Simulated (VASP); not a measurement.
```yaml
crystal:
  lattice:
    - [2.67659, 0.00000, 0.00000]
    - [-1.33830, 2.31800, 0.00000]
    - [0.00000, 0.00000, 4.22044]
  atoms:
    - { symbol: Ru, position: [0.33333, 0.66667, 0.25000] }
    - { symbol: Ru, position: [0.66667, 0.33333, 0.75000] }
```

The numbers are results of LDA (Ceperley-Alder, Perdew-Zunger), VASP's LDA PAW potentials (set 64) (plane waves; VASP), not measurements. Numerical set-up: 400 eV cut-off, 14×14×8 Γ-centred mesh, first-order Methfessel-Paxton smearing of 0.10 eV, potentials Ru_pv.

### Question
Estimate the energy per atom (σ→0), band gap (on the k-mesh) with the smallest direct gap where there is one.

### Answer

```json
{
 "band gap (on the k-mesh)": "none (metal, semimetal or under 0.01 eV)",
 "energy per atom (σ→0)": "-1031.5 kJ/mol of atoms"
}
```

The absolute energy has meaning only against runs of the same code, potentials and settings.

The structure comes from a computed database's Ru entry (P6_3/mmc); how it stands against other phases isn't given here. It was relaxed first. The start is the result of an earlier pass.
